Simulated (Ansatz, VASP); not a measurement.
# Cross-check of Co (Cobalt) between VASP and Ansatz

One calculation is typed for both programs; each brings its own data sets and cutoff. How far apart do they land? The cell is taken from a series of VASP runs on this material, whose earlier steps may have relaxed, scaled or displaced it; both programs get it as it stands.

Main program and level: Ansatz 0.2.0; plane waves, with VASP 6.6.1 beside it; relaxation of cell and atoms at PBEsol.

### 1. The structure

Symmetry: P6_3/mmc, No. 194, hexagonal system. The conventional cell has a = 2.455 Å, b = 2.455 Å, c = 3.962 Å, α = 90.00°, β = 90.00°, γ = 120.00°. Nearest to Co lie 12 Co at 2.44 to 2.45 Å.

Coordinates:

```xyz
2
Lattice="2.4545 0.0000 0.0000 -1.2273 2.1257 0.0000 0.0000 0.0000 3.9616" Properties=species:S:1:pos:R:3 pbc="T T T"
Co    1.2273    0.7086    2.9712
Co    0.0000    1.4171    0.9904
```

### 2. VASP: relaxation of cell and atoms, PBEsol

The relaxed volume is the usual yardstick between codes: its relative difference is about their pressure difference at one cell divided by the bulk modulus.

Lines of VASP's logs that name or quote its potential files are left out, and so is its time.

Contents of INCAR:

```
SYSTEM = Co
PREC = Accurate
ENCUT = 520
EDIFF = 1E-07
NELM = 100
ISMEAR = 1
SIGMA = 0.15
LREAL = .FALSE.
ALGO = Normal
GGA = PS
NBANDS = 19
ISPIN = 2
MAGMOM = 2 2
LASPH = .TRUE.
LMAXMIX = 4
LORBIT = 11
LWAVE = .FALSE.
LCHARG = .FALSE.
KPAR = 4
IBRION = 2
NSW = 50
ISIF = 3
EDIFFG = -0.005
```

Contents of POSCAR:

```
Co
1.0
    2.4545241693      0.0000000000      0.0000000000
   -1.2272620847      2.1256802848      0.0000000000
    0.0000000000      0.0000000000      3.9615603228
Co
2
Direct
    0.6666666667      0.3333333333      0.7500000000
    0.3333333333      0.6666666667      0.2500000000
```

Contents of KPOINTS:

```
Automatic mesh
0
Gamma
22 22 12
0 0 0
```

Potentials, in the order of the species: Co (PBE family, release 64).

Started as:

```sh
$ mpirun -np 4 vasp_std
```

Numbers of over 12 decimals in the logs are rounded to 6 here.

Log:

```text
[banner, memory and clock lines left out]
running    4 mpi-ranks, on    1 nodes
 distrk:  each k-point on    1 cores,    4 groups
 distr:  one band on    1 cores,    1 groups

 POSCAR found type information on POSCAR Co
 POSCAR found :  1 types and       2 ions
|                                                                             |
|               ----> ADVICE to this user running VASP <----                  |
|                                                                             |
|     You enforced a specific xc type in the INCAR file but a different       |
|     [... a line on the potential file left out ...]
|     I HOPE YOU KNOW WHAT YOU ARE DOING!                                     |
|                                                                             |

 LDA part: xc-table for (Slater+PW92), standard interpolation
 POSCAR, INCAR and KPOINTS ok, starting setup
 FFT: planning ... GRIDC
 FFT: planning ... GRID_SOFT
 FFT: planning ... GRID
 WAVECAR not read
 entering main loop
       N       E                     dE             d eps       ncg     rms          rms(c)
DAV:   1     0.814190879591E+02    0.81419E+02   -0.83259E+03 29163   0.132E+03
DAV:   2    -0.138603825899E+02   -0.95279E+02   -0.85966E+02 27910   0.223E+02
DAV:   3    -0.178608984675E+02   -0.40005E+01   -0.38505E+01 30553   0.564E+01
DAV:   4    -0.179217045928E+02   -0.60806E-01   -0.60762E-01 34347   0.604E+00
DAV:   5    -0.179233286337E+02   -0.16240E-02   -0.16239E-02 31805   0.922E-01    0.167E+01
DAV:   6    -0.158965266942E+02    0.20268E+01   -0.87150E+00 30378   0.619E+01    0.653E+00
DAV:   7    -0.155170799140E+02    0.37945E+00   -0.12726E+00 32691   0.216E+01    0.393E+00
DAV:   8    -0.154911378713E+02    0.25942E-01   -0.15146E-02 40023   0.128E+00    0.181E+00
DAV:   9    -0.154743958946E+02    0.16742E-01   -0.26863E-03 45242   0.977E-01    0.480E-01
DAV:  10    -0.154736709922E+02    0.72490E-03   -0.49707E-04 35969   0.268E-01    0.147E-01
DAV:  11    -0.154735673408E+02    0.10365E-03   -0.51849E-05 41578   0.111E-01    0.282E-02
DAV:  12    -0.154735634263E+02    0.39145E-05   -0.47580E-06 31435   0.195E-02    0.169E-02
DAV:  13    -0.154735628154E+02    0.61089E-06   -0.18269E-06 41365   0.159E-02    0.638E-03
DAV:  14    -0.154735624365E+02    0.37893E-06   -0.17062E-07 28644   0.379E-03    0.151E-03
DAV:  15    -0.154735621962E+02    0.24032E-06   -0.86769E-09 15380   0.139E-03    0.110E-03
DAV:  16    -0.154735622599E+02   -0.63715E-07   -0.24461E-09 14945   0.722E-04
   1 F= -.15473562E+02 E0= -.15473587E+02  d E =-.154736E+02  mag=     3.1464
 curvature:   0.00 expect dE= 0.000E+00 dE for cont linesearch  0.000E+00
 trial: gam= 0.00000 g(F)=  0.382E-49 g(S)=  0.315E-05 ort = 0.000E+00 (trialstep = 0.100E+01)
 search vector abs. value=  0.315E-05
 reached required accuracy - stopping structural energy minimisation
```

OUTCAR, selected parts (step 2):

```text
ion  position               nearest neighbor table
   1  0.667  0.333  0.750-   2 2.44   2 2.44   2 2.44   2 2.44   2 2.44   2 2.44
   2  0.333  0.667  0.250-   1 2.44   1 2.44   1 2.44   1 2.44   1 2.44   1 2.44

  LATTYP: Found a hexagonal cell.
 ALAT       =     2.4545241693
 C/A-ratio  =     1.6139830165

 Subroutine GETGRP returns: Found 24 space group operations
 (whereof 12 operations were pure point group operations)

The static configuration has the point symmetry D_3d.
 The point group associated with its full space group is D_6h.

 Found    364 irreducible k-points:

   k-points           NKPTS =    364   k-points in BZ     NKDIM =    364   number of bands    NBANDS=     19

   dimension x,y,z NGX =    18 NGY =   18 NGZ =   30
   dimension x,y,z NGXF=    36 NGYF=   36 NGZF=   60

   ENCUT  =  520.0 eV  38.22 Ry    6.18 a.u.   4.56  4.56  7.37*2*pi/ulx,y,z

   NELECT =      18.0000    total number of electrons

 k-points in reciprocal lattice and weights: Automatic mesh
   0.00000000  0.00000000  0.00000000       0.000
   0.04545455 -0.00000000  0.00000000       0.001
   0.09090909 -0.00000000  0.00000000       0.001
   0.13636364 -0.00000000  0.00000000       0.001
   0.18181818 -0.00000000  0.00000000       0.001
   0.22727273 -0.00000000  0.00000000       0.001
   0.27272727 -0.00000000  0.00000000       0.001
   0.31818182 -0.00000000  0.00000000       0.001
   0.36363636 -0.00000000  0.00000000       0.001
[...]
0.36363636  0.27272727  0.50000000       0.001
   0.31818182  0.31818182  0.50000000       0.001

 average (electrostatic) potential at core
       1 -77.5031       2 -77.5031

 E-fermi :  10.7621

 spin component 1
 k-point     1 :       0.0000    0.0000    0.0000
  band No.  band energies     occupation
    ...
      8       8.8518      1.00000
      9       8.8518      1.00000
     10      10.0534      1.00000
     11      10.0534      1.00000
     12      10.6342      1.00230
     13      17.5828      0.00000
     14      33.0778      0.00000
     15      36.1035      0.00000
     16      36.1035      0.00000
     17      36.3394      0.00000
    ...

 k-point     2 :       0.0455   -0.0000    0.0000
  band No.  band energies     occupation
    ...
      7       8.5116      1.00000
      8       8.8132      1.00000
      9       8.8278      1.00000
     10       9.6047      1.00000
     11      10.0640      1.00000
     12      11.1705     -0.00040
     13      17.5937      0.00000
     14      32.6171      0.00000
     15      34.6166      0.00000
     16      35.0761      0.00000
    ...

 k-point     3 :       0.0909   -0.0000    0.0000
  band No.  band energies     occupation
    ...
      7       8.6073      1.00000
      8       8.6350      1.00000
      9       8.7606      1.00000
     10       9.1169      1.00000
     11      10.0924      1.00000
     12      11.9844     -0.00000
     13      17.6283      0.00000
     14      31.0602      0.00000
     15      33.6571      0.00000
     16      33.6610      0.00000
    ...

 k-point     4 :       0.1364   -0.0000    0.0000
  band No.  band energies     occupation
    ...
      7       8.5429      1.00000
      8       8.6614      1.00000
      9       8.7606      1.00000
     10       8.8897      1.00000
     11      10.1307      1.00000
     12      12.8787     -0.00000
     13      17.6922      0.00000
     14      28.9941      0.00000
     15      32.2896      0.00000
     16      33.1218      0.00000
    ...

 k-point     5 :       0.1818   -0.0000    0.0000
  band No.  band energies     occupation
    ...
      7       8.6859      1.00000
      8       8.7325      1.00000
      9       8.7613      1.00000
     10       8.9622      1.00000
     11      10.1711      1.00000
     12      13.8359      0.00000
     13      17.7928      0.00000
     14      26.8686      0.00000
     15      31.0017      0.00000
     16      32.6279      0.00000
    ...

 k-point     6 :       0.2273   -0.0000    0.0000
  band No.  band energies     occupation
    ...
      7       8.6457      1.00000
      8       8.9587      1.00000
      9       8.9768      1.00000
     10       9.1993      1.00000
     11      10.2084      1.00000
     12      14.8492      0.00000
     13      17.9329      0.00000
     14      24.8044      0.00000
     15      29.8156      0.00000
     16      32.0155      0.00000
    ...

  Total        0.0070326      0.0070326      0.0056221     -0.0000000     -0.0000000      0.0000000
  in kB        0.5451232      0.5451232      0.4357936     -0.0000000     -0.0000000      0.0000000
  external PRESSURE =       0.5086800 kB  Pullay stress =       0.0000000 kB

  energy-cutoff  :      520.00
  volume of cell :       20.67
      direct lattice vectors                 reciprocal lattice vectors
     2.454524169  0.000000000  0.000000000     0.407410940  0.235218816  0.000000000
    -1.227262085  2.125680285  0.000000000     0.000000000  0.470437632  0.000000000
     0.000000000  0.000000000  3.961560323     0.000000000  0.000000000  0.252425791

 POSITION                                       TOTAL-FORCE (eV/Angst)
 -----------------------------------------------------------------------------------
      1.22726      0.70856      2.97117        -0.000000      0.000000      0.000000
     -0.00000      1.41712      0.99039         0.000000     -0.000000      0.000000
 -----------------------------------------------------------------------------------
    total drift:                                0.000000     -0.000000     -0.000000

  FREE ENERGIE OF THE ION-ELECTRON SYSTEM (eV)
  ---------------------------------------------------
  free  energy   TOTEN  =       -15.4735622599 eV

  energy  without entropy=      -15.4736376664  energy(sigma->0) =      -15.47358740

 reached required accuracy - stopping structural energy minimisation

 total charge
# of ion       s       p       d       tot
------------------------------------------
    1        0.510   0.568   7.293   8.371
    2        0.510   0.568   7.293   8.371
--------------------------------------------------
tot          1.020   1.136  14.586  16.742

 magnetization (x)
# of ion       s       p       d       tot
------------------------------------------
    1       -0.015  -0.052   1.646   1.580
    2       -0.015  -0.052   1.646   1.580
--------------------------------------------------
tot         -0.030  -0.103   3.292   3.159

[... 6 further parts left out ...]
```

CONTCAR:

```
Co
   1.00000000000000
     2.4545241692999999    0.0000000000000000    0.0000000000000000
    -1.2272620847000000    2.1256802848000000    0.0000000000000000
     0.0000000000000000    0.0000000000000000    3.9615603228000000
  Co
     2
Direct
     0.6666666667000030    0.3333333332999970    0.7500000000000000
     0.3333333332999970    0.6666666667000030    0.2500000000000000
```

The run keeps the 24 symmetry operations of its start, so it cannot find a distortion of lower symmetry.

(Part 1 of 2 ends here.)

[Lines on the potential files, build, host, timing and source positions are cut from VASP's logs without a mark.]

[Logs are printed without paths, hosts, clocks, repeated set-up lines and the standing remarks that a program may print on its own settings, such as how far it seeks lower states.]

[Hosts, paths, dates, database ids (printed as entryN), source tags and the programs' standing remarks are cut or masked in the printed files.]
